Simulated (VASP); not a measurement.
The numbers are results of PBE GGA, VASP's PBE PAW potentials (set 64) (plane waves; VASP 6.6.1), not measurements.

Input for VASP

File POSCAR:
```
Ni3Fe
1
    3.4694486075     0.0000000000     0.0000000000
    0.0000000000     3.4694486075     0.0000000000
    0.0000000000     0.0000000000     3.4694486075
Fe Ni
1 3
Direct
  0.0000000000   0.0000000000   0.0000000000
  0.0000000000   0.5000000000   0.5000000000
  0.5000000000   0.0000000000   0.5000000000
  0.5000000000   0.5000000000   0.0000000000
```

File KPOINTS:
```
Automatic mesh
0
Gamma
8 8 8
0 0 0
```

**INCAR**
```
# general
SYSTEM =Ni3Fe
PREC   =Accurate
ENCUT  =480   # plane-wave cut-off (eV)
LREAL  =.FALSE.   # projection in real space or not
LASPH  =.TRUE.   # aspherical one-centre terms

# electronic loop
EDIFF  =1E-7
NELM   =100
ALGO   =Normal   # blocked Davidson
LMAXMIX=4

# smearing
ISMEAR =1
SIGMA  =0.1   # width (eV)

# functional
GGA    =PE   # PBE

# spin
ISPIN  =2
MAGMOM =2.9 0.6 0.6 0.6

# ions
IBRION =2
NSW    =30
ISIF   =2
EDIFFG =-0.01   # ionic stop

# output
LWAVE  =.FALSE.
LCHARG =.FALSE.
LORBIT =10
```

POTCAR, in this order: Fe Ni (PBE.64 set). Program: vasp_std.

The run wrote:

**OSZICAR**
```
       N       E                     dE             d eps       ncg     rms          rms(c)
DAV:   1     0.234395830492E+03    0.23440E+03   -0.16520E+04  3596   0.204E+03
DAV:   2    -0.157032976718E+02   -0.25010E+03   -0.24161E+03  3541   0.366E+02
DAV:   3    -0.288328319716E+02   -0.13130E+02   -0.12446E+02  3624   0.116E+02
DAV:   4    -0.290196114231E+02   -0.18678E+00   -0.18603E+00  3741   0.144E+01
DAV:   5    -0.290246944774E+02   -0.50831E-02   -0.50823E-02  4883   0.196E+00    0.219E+01
DAV:   6    -0.259962559396E+02    0.30284E+01   -0.37779E+01  3625   0.962E+01    0.177E+01
DAV:   7    -0.289540426318E+02   -0.29578E+01   -0.20856E+01  4131   0.117E+02    0.256E+01
DAV:   8    -0.248076600954E+02    0.41464E+01   -0.15123E+01  4322   0.571E+01    0.561E+00
DAV:   9    -0.249119348916E+02   -0.10427E+00   -0.58608E-01  3977   0.960E+00    0.320E+00
DAV:  10    -0.248790179539E+02    0.32917E-01   -0.10463E-01  4919   0.773E+00    0.148E+00
DAV:  11    -0.248781658397E+02    0.85211E-03   -0.27322E-02  5226   0.204E+00    0.101E+00
DAV:  12    -0.248799180361E+02   -0.17522E-02   -0.58441E-03  4085   0.200E+00    0.249E-01
DAV:  13    -0.248800694836E+02   -0.15145E-03   -0.17136E-03  4824   0.540E-01    0.104E-01
DAV:  14    -0.248801148977E+02   -0.45414E-04   -0.14658E-04  3917   0.175E-01    0.927E-02
DAV:  15    -0.248801119849E+02    0.29129E-05   -0.64399E-05  4724   0.219E-01    0.198E-02
DAV:  16    -0.248801121843E+02   -0.19944E-06   -0.12911E-05  4308   0.405E-02    0.188E-02
DAV:  17    -0.248801117265E+02    0.45785E-06   -0.23710E-06  4494   0.394E-02    0.268E-03
DAV:  18    -0.248801116489E+02    0.77598E-07   -0.47077E-07  3089   0.735E-03
   1 F= -.24880112E+02 E0= -.24880007E+02  d E =-.248801E+02  mag=     4.6212
```

File OUTCAR:
```
------------------------ aborting loop because EDIFF is reached ----------------------------------------
  FORCE on cell =-STRESS in cart. coord.  units (eV):
  Direction    XX          YY          ZZ          XY          YZ          ZX
  --------------------------------------------------------------------------------------
  Total        3.6509865      3.6509865      3.6509865      0.0000000      0.0000000      0.0000000
  in kB      140.0681633    140.0681633    140.0681633      0.0000000      0.0000000      0.0000000
  external PRESSURE =     140.0681633 kB  Pullay stress =       0.0000000 kB
  volume of cell :       41.76
      direct lattice vectors                 reciprocal lattice vectors
     3.469448607  0.000000000  0.000000000     0.288230239  0.000000000  0.000000000
     0.000000000  3.469448607  0.000000000     0.000000000  0.288230239  0.000000000
     0.000000000  0.000000000  3.469448607     0.000000000  0.000000000  0.288230239
 POSITION                                       TOTAL-FORCE (eV/Angst)
 -----------------------------------------------------------------------------------
      0.00000      0.00000      0.00000         0.000000      0.000000      0.000000
      0.00000      1.73472      1.73472         0.000000      0.000000      0.000000
      1.73472      0.00000      1.73472         0.000000      0.000000      0.000000
      1.73472      1.73472      0.00000         0.000000      0.000000      0.000000
 -----------------------------------------------------------------------------------
    total drift:                                0.000000      0.000000      0.000000
  FREE ENERGIE OF THE ION-ELECTRON SYSTEM (eV)
  ---------------------------------------------------
  free  energy   TOTEN  =       -24.8801116489 eV

  energy  without entropy=      -24.8797984651  energy(sigma->0) =      -24.88000725

 total charge

# of ion       s       p       d       tot
------------------------------------------
    1        0.500   0.556   6.169   7.225
    2        0.532   0.569   8.357   9.458
    3        0.532   0.569   8.357   9.458
    4        0.532   0.569   8.357   9.458
--------------------------------------------------
tot          2.095   2.263  31.240  35.598

 magnetization (x)

# of ion       s       p       d       tot
------------------------------------------
    1        0.010   0.000   2.810   2.820
    2       -0.016  -0.045   0.662   0.601
    3       -0.016  -0.045   0.662   0.601
    4       -0.016  -0.045   0.662   0.601
--------------------------------------------------
tot         -0.038  -0.136   4.796   4.622

 reached required accuracy - stopping structural energy minimisation
```
(Selected blocks of OUTCAR.)

### OUTCAR
```
 val. band max:        9.4205271532   @ k =   0.5000   0.3750   0.1250

 cond. band min:       9.4485405998   @ k =   0.3750   0.2500   0.2500


 Fermi energy:         9.4461587306

 spin component 1

 k-point     1 :       0.0000    0.0000    0.0000
  band No.  band energies     occupation
      1      -0.0633      1.00000
      2       3.7897      1.00000
      3       3.7897      1.00000
      4       4.4289      1.00000
      5       4.5779      1.00000
      6       4.5779      1.00000
      7       4.5779      1.00000
      8       6.6111      1.00000
      9       6.6111      1.00000
     10       6.6111      1.00000
     11       7.7597      1.00000
     12       7.7597      1.00000
     13       8.6290      1.00000
     14       8.6290      1.00000
     15       8.6473      1.00000
     16       8.8149      1.00000
     17       8.8149      1.00000
     18       8.8149      1.00000
     19       8.8526      1.00000
     20       8.8526      1.00000
     21       8.8526      1.00000
     22      11.7513      0.00000
     23      11.7513      0.00000
     24      11.7513      0.00000
     25      18.8899      0.00000

 k-point     2 :       0.1250    0.0000    0.0000
  band No.  band energies     occupation
      1       0.1485      1.00000
      2       3.8590      1.00000
      3       3.8934      1.00000
      4       4.5107      1.00000
      5       4.6450      1.00000
      6       4.6559      1.00000
      7       4.6559      1.00000
      8       6.5301      1.00000
      9       6.6719      1.00000
     10       6.6719      1.00000
     11       7.6782      1.00000
     12       7.7857      1.00000
     13       8.3538      1.00000
     14       8.3538      1.00000
     15       8.5291      1.00000
     16       8.5497      1.00000
     17       8.6069      1.00000
     18       8.7224      1.00000
     19       8.7224      1.00000
     20       8.8150      1.00000
     21       8.8528      1.00000
...
```

The compound is Ni3Fe in the L1_2 structure. This cell was strained or had an atom moved on purpose.
